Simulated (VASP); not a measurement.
Output of a VASP run:

### OSZICAR
```
       N       E                     dE             d eps       ncg     rms          rms(c)
DAV:   1     0.109426700266E+04    0.10943E+04   -0.55015E+04  2232   0.167E+03
DAV:   2    -0.387276996326E+02   -0.11330E+04   -0.11032E+04  2355   0.528E+02
DAV:   3    -0.885751046698E+02   -0.49847E+02   -0.48275E+02  2859   0.985E+01
DAV:   4    -0.896101010846E+02   -0.10350E+01   -0.10212E+01  2680   0.118E+01
DAV:   5    -0.896286231510E+02   -0.18522E-01   -0.18461E-01  2670   0.158E+00    0.475E+01
DAV:   6    -0.855042742276E+02    0.41243E+01   -0.14789E+01  2437   0.178E+01    0.132E+01
DAV:   7    -0.851507936172E+02    0.35348E+00   -0.97154E-01  2752   0.433E+00    0.366E+00
DAV:   8    -0.850902369360E+02    0.60557E-01   -0.13173E-01  2432   0.123E+00    0.604E-01
DAV:   9    -0.850890303943E+02    0.12065E-02   -0.67888E-03  2656   0.327E-01    0.300E-01
DAV:  10    -0.850888503794E+02    0.18001E-03   -0.78056E-04  2751   0.164E-01    0.132E-01
DAV:  11    -0.850888620568E+02   -0.11677E-04   -0.40236E-05  2616   0.324E-02    0.252E-02
DAV:  12    -0.850888588004E+02    0.32564E-05   -0.11168E-05  2532   0.188E-02    0.327E-03
DAV:  13    -0.850888584838E+02    0.31668E-06   -0.27613E-07  1561   0.222E-03
   1 F= -.81496643E+02 E0= -.81496624E+02  d E =-.814966E+02
       N       E                     dE             d eps       ncg     rms          rms(c)
DAV:   1    -0.893669849375E+02   -0.42781E+01   -0.13010E+02  2207   0.770E+01    0.329E+01
DAV:   2    -0.849182977546E+02    0.44487E+01   -0.13750E+01  2207   0.215E+01    0.389E+00
DAV:   3    -0.846609700070E+02    0.25733E+00   -0.14432E+00  2499   0.639E+00    0.478E+00
DAV:   4    -0.846619203855E+02   -0.95038E-03   -0.31944E-01  2495   0.170E+00    0.708E-01
DAV:   5    -0.846541540196E+02    0.77664E-02   -0.27207E-02  2418   0.864E-01    0.448E-01
DAV:   6    -0.846516293516E+02    0.25247E-02   -0.12949E-02  2499   0.356E-01    0.200E-01
DAV:   7    -0.846516551617E+02   -0.25810E-04   -0.16515E-03  2677   0.143E-01    0.431E-02
DAV:   8    -0.846516532212E+02    0.19404E-05   -0.23812E-05  2366   0.214E-02    0.197E-02
DAV:   9    -0.846516500840E+02    0.31373E-05   -0.50087E-06  2054   0.609E-03    0.605E-03
DAV:  10    -0.846516505453E+02   -0.46137E-06   -0.14673E-06  1665   0.469E-03
   2 F= -.81287791E+02 E0= -.81288628E+02  d E =0.208852E+00
       N       E                     dE             d eps       ncg     rms          rms(c)
DAV:   1    -0.876294524283E+02   -0.29778E+01   -0.71372E+01  2214   0.581E+01    0.186E+01
DAV:   2    -0.851642898559E+02    0.24652E+01   -0.85053E+00  2222   0.161E+01    0.326E+00
DAV:   3    -0.850596912845E+02    0.10460E+00   -0.73936E-01  2515   0.452E+00    0.202E+00
DAV:   4    -0.850573382879E+02    0.23530E-02   -0.89414E-02  2501   0.901E-01    0.572E-01
DAV:   5    -0.850578275153E+02   -0.48923E-03   -0.17385E-02  2391   0.728E-01    0.575E-01
DAV:   6    -0.850585623639E+02   -0.73485E-03   -0.13561E-03  2593   0.162E-01    0.660E-02
DAV:   7    -0.850585548672E+02    0.74967E-05   -0.85740E-05  2564   0.369E-02    0.139E-02
DAV:   8    -0.850585557434E+02   -0.87618E-06   -0.39140E-06  2160   0.747E-03
   3 F= -.81529175E+02 E0= -.81529467E+02  d E =-.325321E-01
```

File OUTCAR:
```
------------------------ aborting loop because EDIFF is reached ----------------------------------------
  FORCE on cell =-STRESS in cart. coord.  units (eV):
  Direction    XX          YY          ZZ          XY          YZ          ZX
  --------------------------------------------------------------------------------------
  Total        3.4763185      3.4763185      3.4763185      0.0000000      0.0000000     -0.0000000
  in kB       49.2482804     49.2482804     49.2482804      0.0000000      0.0000000     -0.0000000
  external PRESSURE =      -0.7517196 kB  Pullay stress =      50.0000000 kB
  volume of cell :      113.09
      direct lattice vectors                 reciprocal lattice vectors
     4.835926496  0.000000000 -0.000000000     0.206785608 -0.000000000  0.000000000
     0.000000000  4.835926496 -0.000000000    -0.000000000  0.206785608 -0.000000000
    -0.000000000  0.000000000  4.835926496     0.000000000  0.000000000  0.206785608
 POSITION                                       TOTAL-FORCE (eV/Angst)
 -----------------------------------------------------------------------------------
      2.41796      2.41796      2.41796        -0.000000     -0.000000     -0.000000
     -0.00000      0.00000      0.00000        -0.000000     -0.000000     -0.000000
      1.20898      0.00000      2.41796         0.000000     -0.000000      0.000000
      2.41796      1.20898     -0.00000         0.000000     -0.000000     -0.000000
      2.41796      3.62694     -0.00000        -0.000000      0.000000      0.000000
      3.62694      0.00000      2.41796        -0.000000      0.000000     -0.000000
      0.00000      2.41796      3.62694         0.000000     -0.000000      0.000000
      0.00000      2.41796      1.20898        -0.000000     -0.000000     -0.000000
 -----------------------------------------------------------------------------------
    total drift:                                0.000000      0.000000     -0.000000
  FREE ENERGIE OF THE ION-ELECTRON SYSTEM (eV)
  ---------------------------------------------------
  free  energy   TOTEN  =       -85.0585557434 eV

  energy  without entropy=      -85.0594318139  energy(sigma->0) =      -85.05884777
  enthalpy is  TOTEN    =       -81.5291751328 eV   P V=        3.5293806105

 reached required accuracy - stopping structural energy minimisation
```
(Selected blocks of OUTCAR.)

POSCAR:
```
Mo3Si
1
    4.8644564114     0.0000000000     0.0000000000
    0.0000000000     4.8644564114     0.0000000000
    0.0000000000     0.0000000000     4.8644564114
Si Mo
2 6
Direct
  0.5000000000   0.5000000000   0.5000000000
  0.0000000000   0.0000000000   0.0000000000
  0.2500000000   0.0000000000   0.5000000000
  0.5000000000   0.2500000000   0.0000000000
  0.5000000000   0.7500000000   0.0000000000
  0.7500000000   0.0000000000   0.5000000000
  0.0000000000   0.5000000000   0.7500000000
  0.0000000000   0.5000000000   0.2500000000
```

**Question.** Reconstruct the remaining input files.

**Answer.** One answer among several that fit: the input of the run itself, PBEsol GGA, plane waves, VASP's PBE PAW potentials (set 64).

**KPOINTS**
```
Automatic mesh
0
Gamma
6 6 6
0 0 0
```

INCAR:
```
SYSTEM=Mo3Si
PREC=Accurate; ENCUT=500; LREAL=.FALSE.
LASPH=.TRUE.
EDIFF=1E-6; NELM=100; ALGO=Normal
LMAXMIX=4
ISMEAR=1; SIGMA=0.1
GGA=PS
IBRION=2; NSW=40; ISIF=3
EDIFFG=-0.02; PSTRESS=50
LWAVE=.FALSE.; LCHARG=.FALSE.
```

POTCAR, in this order: Si Mo_sv (PBE.64 set). Program: vasp_std.

The compound is Mo3Si in the A15 structure. This run relaxes it under an external pressure of 5 GPa. Symmetry was kept, so distortions that lower it aren't found.
